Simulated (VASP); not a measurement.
Input:

```
Co
1.0
    2.46360     0.00000     0.00000
   -1.23180     2.13354     0.00000
    0.00000     0.00000     4.02605
Co
2
Direct
  0.66667   0.33333   0.25582
  0.33333   0.66667   0.74418
```

Computed with r2SCAN meta-GGA, VASP's PBE PAW potentials (set 64) (plane waves; VASP 6.6.1). Settings: 400 eV cut-off, 19×19×10 Γ-centred mesh, tetrahedra with Blöchl corrections, potentials Co.

The run has a spin-polarised start.

### Question
Give the spin-up energies of bands 1 to 12 at the high-symmetry points, in eV from the Fermi level.

### Answer

```
band      Γ      M      K      A      L      H
----  -----  -----  -----  -----  -----  -----
1     -9.55  -5.67  -5.23  -7.33  -5.91  -4.70
2     -5.95  -5.49  -4.68  -7.20  -5.75  -4.70
3     -3.50  -5.35  -4.68  -3.84  -4.69  -4.70
4     -3.45  -3.61  -4.38  -3.62  -4.60  -4.36
5     -3.45  -3.40  -3.73  -3.57  -2.75  -3.72
6     -3.13  -3.10  -3.73  -3.57  -2.57  -3.72
7     -3.13  -3.00  -2.75  -3.44  -1.85  -2.75
8     -2.78  -1.53  -1.74  -3.44  -1.76  -2.74
9     -2.78  -1.47  -1.74  -2.11  -1.41  -1.57
10    -1.67  -1.26  -1.71  -2.11  -1.34  -1.57
11    -1.67   0.92   4.37  -1.88   1.35   5.75
12    -0.41   3.15   5.36  -1.88   1.49   5.75
```

### Question
Give the spin-down energies of bands 1 to 12 at the high-symmetry points, in eV from the Fermi level.

### Answer

```json
[
 {"band": "1", "Γ": "-10.13", "M": "-4.45", "K": "-3.32", "A": "-7.75", "L": "-4.52", "H": "-2.99"},
 {"band": "2", "Γ": "-4.80", "M": "-4.00", "K": "-3.32", "A": "-7.58", "L": "-4.40", "H": "-2.91"},
 {"band": "3", "Γ": "-1.19", "M": "-3.61", "K": "-3.25", "A": "-1.95", "L": "-2.87", "H": "-2.81"},
 {"band": "4", "Γ": "-0.98", "M": "-2.39", "K": "-3.11", "A": "-1.66", "L": "-2.48", "H": "-2.81"},
 {"band": "5", "Γ": "-0.98", "M": "-1.17", "K": "-1.46", "A": "-1.15", "L": "-0.11", "H": "-2.04"},
 {"band": "6", "Γ": "-0.89", "M": "-1.07", "K": "-1.46", "A": "-1.15", "L": "-0.06", "H": "-2.04"},
 {"band": "7", "Γ": "-0.68", "M": "-0.71", "K": "-0.39", "A": "-0.93", "L": "-0.02", "H": "-0.42"},
 {"band": "8", "Γ": "-0.68", "M": "1.39", "K": "1.00", "A": "-0.93", "L": "0.23", "H": "0.16"},
 {"band": "9", "Γ": "0.09", "M": "1.41", "K": "1.00", "A": "0.85", "L": "1.49", "H": "1.22"},
 {"band": "10", "Γ": "0.09", "M": "1.71", "K": "1.28", "A": "0.85", "L": "1.53", "H": "1.22"},
 {"band": "11", "Γ": "1.28", "M": "2.62", "K": "5.41", "A": "0.98", "L": "1.99", "H": "6.49"},
 {"band": "12", "Γ": "1.28", "M": "4.43", "K": "6.37", "A": "0.98", "L": "2.32", "H": "6.49"}
]
```

It has no gap at this level: it comes out as a metal or semimetal.

The structure comes from a computed database's Co entry (P-3m1); how it stands against other phases isn't given here. It was relaxed first.
